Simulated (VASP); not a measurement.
Output of a VASP run:

**OSZICAR**
```
       N       E                     dE             d eps       ncg     rms          rms(c)
DAV:   1    -0.616675571680E+03   -0.61668E+03   -0.17740E+01   442   0.856E+00    0.498E+01
DAV:   2    -0.616788782148E+03   -0.11321E+00   -0.31062E-01   455   0.140E+00    0.338E+01
DAV:   3    -0.616770352766E+03    0.18429E-01   -0.72408E-03   404   0.252E-01    0.206E+01
DAV:   4    -0.616762906819E+03    0.74459E-02   -0.32160E-03   420   0.127E-01    0.122E+01
DAV:   5    -0.616760569039E+03    0.23378E-02   -0.82575E-04   404   0.639E-02    0.714E+00
DAV:   6    -0.616759777222E+03    0.79182E-03   -0.21411E-04   420   0.382E-02    0.413E+00
DAV:   7    -0.616759518075E+03    0.25915E-03   -0.79721E-05   412   0.244E-02    0.238E+00
DAV:   8    -0.616759437580E+03    0.80495E-04   -0.21585E-05   260   0.145E-02    0.139E+00
DAV:   9    -0.616759413033E+03    0.24547E-04   -0.15278E-05   215   0.120E-02    0.796E-01
DAV:  10    -0.616759408379E+03    0.46544E-05   -0.59257E-06   220   0.693E-03
   1 F= -.61675941E+03 E0= -.61675941E+03  d E =-.428860E-11
```

File OUTCAR:
```
------------------------ aborting loop because EDIFF is reached ----------------------------------------
  volume of cell :      764.49
      direct lattice vectors                 reciprocal lattice vectors
     4.693267657 -8.128978018  0.000000000     0.106535582 -0.061508347  0.000000000
     4.693267657  8.128978018  0.000000000     0.106535582  0.061508347  0.000000000
     0.000000000  0.000000000 10.019202616     0.000000000  0.000000000  0.099808342
  FREE ENERGIE OF THE ION-ELECTRON SYSTEM (eV)
  ---------------------------------------------------
  free  energy   TOTEN  =      -616.7594083785 eV

  energy  without entropy=     -616.7594083785  energy(sigma->0) =     -616.75940838

  exchange ACFDT corr.  =         0.00000000  see jH, gK, PRB 81, 115126
```
(Selected blocks of OUTCAR.)

### POSCAR
```
Al35BeN36
1
    4.6932676572    -8.1289780179     0.0000000000
    4.6932676572     8.1289780179     0.0000000000
    0.0000000000     0.0000000000    10.0192026156
Al N Be
35 36 1
Direct
  0.2222546177   0.1112522732   0.2501846453
  0.1115042912   0.2232043902   0.9996762976
  0.2221854386   0.1112464936   0.7491837023
  0.1142361936   0.2258544111   0.4991644014
  0.2250794844   0.4457708716   0.2543734921
  0.1115050371   0.5548235433   0.9996717278
  0.2254139611   0.4458662336   0.7453245381
  0.1142310733   0.5545569272   0.4991836723
  0.2222509389   0.7773749535   0.2501722193
  0.1110000340   0.8886930313   0.9996493545
  0.2222182461   0.7771796595   0.7491931585
  0.1107165200   0.8884211284   0.4996846338
  0.5551115946   0.1107157249   0.2507102679
  0.4449161078   0.2231889004   0.9995799368
  0.5548897766   0.1105131033   0.7490199662
  0.4446342358   0.2257924635   0.4992273135
  0.5537043434   0.4457024670   0.2544372253
  0.4441924160   0.5552841770   0.9980291296
  0.5533599755   0.4457584062   0.7454031936
  0.5537680465   0.7741920788   0.2543884630
  0.4449631696   0.8881229649   0.9996791795
  0.5535032662   0.7737785965   0.7454246320
  0.4446347102   0.8848672514   0.4992046796
  0.8888631169   0.1107569618   0.2506644739
  0.7777485583   0.2221371022   0.9997585080
  0.8888028150   0.1104638868   0.7489024911
  0.7775048722   0.2218312870   0.4993123700
  0.8888119438   0.4446008336   0.2506260632
  0.7764195196   0.5548330748   0.9997051869
  0.8886557419   0.4446019157   0.7489383353
  0.7733094461   0.5545690089   0.4992036393
  0.8882127477   0.7773416467   0.2502376127
  0.7764774421   0.8882014080   0.9997009408
  0.8881695081   0.7772294910   0.7492893923
  0.7733543374   0.8849600421   0.4992043129
  0.2216506994   0.1102052883   0.4411514589
  0.1113191566   0.2226981602   0.1914486608
  0.2221435801   0.1110484375   0.9412073593
  0.1106421532   0.2214136463   0.6910874422
  0.2281441592   0.4471753191   0.4437937593
  0.1112544306   0.5550572333   0.1913983189
  0.2219686249   0.4442407222   0.9390397109
  0.1105492390   0.5554670483   0.6911456945
  0.2216246162   0.7775699206   0.4411596611
  0.1108950421   0.8886318545   0.1910125022
  0.2222147236   0.7775736706   0.9411880164
  0.1108647598   0.8885043387   0.6915272501
  0.5546255957   0.1103458631   0.4418364637
  0.4446503159   0.2227214498   0.1913990085
  0.5554119013   0.1109018118   0.9412331199
  0.4439144615   0.2213260403   0.6911213537
  0.5519368635   0.4471215884   0.4438851244
  0.4441670710   0.5552147780   0.1885328740
  0.5553624008   0.4442134356   0.9390429060
  0.4440733544   0.5551364495   0.6862087990
  0.5520133571   0.7709466338   0.4438152296
  0.4446821232   0.8882662673   0.1914449206
  0.5554126243   0.7775250596   0.9391353012
  0.4439697672   0.8887056731   0.6911575029
  0.8888471611   0.1104015472   0.4417590411
  0.7776474423   0.2220706014   0.1913083021
  0.8887839916   0.1109058791   0.9411371257
  0.7775028663   0.2218971658   0.6912097395
  0.8888167437   0.4446353455   0.4417719014
  0.7767232691   0.5550168306   0.1914769525
  0.8887343435   0.4444288741   0.9411836856
  0.7777309016   0.5554730561   0.6911330828
  0.8889834147   0.7775905077   0.4412045459
  0.7768664198   0.8883088796   0.1914260649
  0.8886488345   0.7775915711   0.9413056508
  0.7778696738   0.8886555826   0.6911389279
  0.4440673903   0.5549987601   0.5020813851
```

Problem. Write an INCAR and KPOINTS that could have produced this output.

Solution. One answer among several that fit: the input of the run itself, HSE06 screened hybrid, plane waves, VASP's PBE PAW potentials (set 64).

File KPOINTS:
```
Automatic mesh
0
Gamma
1 1 1
0 0 0
```

INCAR:
```
LCHARG  =  F
HFSCREEN  =  0.2   # 1/Angstrom
LHFCALC  =  T
NELM  =  50
ISYM  =  0
PREC  =  Normal
ENCUT  =  400   # plane-wave cut-off (eV)
LREAL  =  Auto
PRECFOCK  =  Fast
NELMIN  =  4
EDIFF  =  1E-5   # SCF stop (eV)
GGA  =  PE
SIGMA  =  0.05   # width (eV)
AEXX  =  0.25
ISMEAR  =  0
LWAVE  =  F
NELECT  =  288.0
LASPH  =  T   # aspherical one-centre terms
ISIF  =  0
SYSTEM  =  Al35BeN36
ALGO  =  Normal
```

POTCAR, in this order: Al N Be (PBE.64 set). Program: vasp_gam. Read from the step before: WAVECAR.

The cell is charged, with a uniform compensating background. The supercell is sampled at Γ alone, which is coarse: total energies, pressure and levels can be off, energies of defects by several tenths of an eV.

The cell is a supercell with a defect, built from AlN (wurtzite): Be_Al, charge -1. The cell's shape comes from a PBE relaxation. The run is not spin-polarised, so no state with unpaired spins was tried.
